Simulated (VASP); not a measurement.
Input:

```
CELL_PARAMETERS angstrom
      0.00000     2.55098     2.55098
      2.55098     0.00000     2.55098
      2.55098     2.55098     0.00000
ATOMIC_POSITIONS crystal
  Li 0.00000 0.00000 0.00000
  Cl 0.50000 0.50000 0.50000
```

All values below come from optB88-vdW, VASP's PBE PAW potentials (set 64) (plane waves; VASP 6.6.1). Run with 520 eV cut-off, 10×10×10 Γ-centred mesh, tetrahedra with Blöchl corrections, potentials Li_sv Cl.

Question: Tabulate the total density of states (states/eV per cell) against energy (eV; zero at the valence-band maximum or, without a gap, the Fermi level).

Answer: 
(E (eV), DOS (states/eV)): (-9.93, 0.00); (-9.45, 0.00); (-8.85, 0.00); (-8.37, 0.00); (-7.89, 0.00); (-7.41, 0.00); (-6.81, 0.00); (-6.33, 0.00); (-5.85, 0.00); (-5.37, 0.00); (-4.77, 0.00); (-4.29, 0.00); (-3.81, 0.00); (-3.33, 0.00); (-2.73, 1.19); (-2.25, 1.67); (-1.77, 1.51); (-1.29, 1.63); (-0.69, 3.11); (-0.21, 2.29); (0.27, 0.00); (0.75, 0.00); (1.35, 0.00); (1.83, 0.00); (2.31, 0.00); (2.79, 0.00); (3.39, 0.00); (3.87, 0.00); (4.35, 0.00); (4.83, 0.00); (5.43, 0.00); (5.91, 0.00); (6.39, 0.00); (6.87, 0.06); (7.47, 0.65); (7.95, 0.79); (8.43, 2.01); (8.91, 0.62); (9.51, 2.69); (9.99, 1.87)
Within 2 eV below the valence-band maximum the largest weight inside VASP's projection spheres is Cl p.

The compound is LiCl in the rock salt structure. It was relaxed first.
